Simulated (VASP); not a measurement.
The input files of a VASP run:

POSCAR:
```
SnS
1
    0.0000000000     2.7521940742     2.7521940742
    2.7521940742     0.0000000000     2.7521940742
    2.7521940742     2.7521940742    -0.0000000000
Sn S
1 1
Direct
  0.0000000000   0.0000000000   0.0000000000
  0.5000000000   0.5000000000   0.5000000000
```

**INCAR**
```
SYSTEM  =  SnS
PREC  =  Accurate; ENCUT  =  500; LREAL  =  .FALSE.
LASPH  =  .TRUE.
EDIFF  =  1E-6; NELM  =  100; ALGO  =  Normal
LMAXMIX  =  4
ISMEAR  =  0; SIGMA  =  0.05
GGA  =  PS
IBRION  =  2; NSW  =  40; ISIF  =  3
EDIFFG  =  -0.02; PSTRESS  =  100
LWAVE  =  .FALSE.; LCHARG  =  .FALSE.
```

### KPOINTS
```
Automatic mesh
0
Gamma
8 8 8
0 0 0
```

POTCAR, in this order: Sn_d S (PBE.64 set). Program: vasp_std.

Translate this PBEsol calculation to Ansatz.

One equivalent input (not run):
Ansatz 0.2 input:
```yaml
crystal:
  lattice:
    - [0.0000000, 2.7521941, 2.7521941]
    - [2.7521941, 0.0000000, 2.7521941]
    - [2.7521941, 2.7521941, 0.0000000]
  atoms:
    - { symbol: Sn, position: [0.0000000, 0.0000000, 0.0000000] }
    - { symbol: S, position: [0.5000000, 0.5000000, 0.5000000] }
kpoints:
  mp_grid: { grid: [8, 8, 8] }
hamiltonian:
  xc: pbesol
  pseudopotentials: { kind: paw }
scf:
  occupations: { method: gaussian, width: 0.05 }
  max_iter: 100
relax:
  max_steps: 40
  f_tol: 0.02
  cell: { p_target: 10 }
output: { forces: true, stress: true, eigenvalues: true }
```
The two are equivalent in intent, not identical: each code has its own PAW files, so the cut-off isn't converted (ENCUT is set for VASP's; basis.ecutwfc is left out, and Ansatz then takes the one that its files recommend); Ansatz stops its SCF on the density residual and VASP on the energy change (EDIFF).

The structure was generated: SnS was put into the rock salt type (Fm-3m), which need not be its known phase. It was relaxed first under an external pressure of 10 GPa.
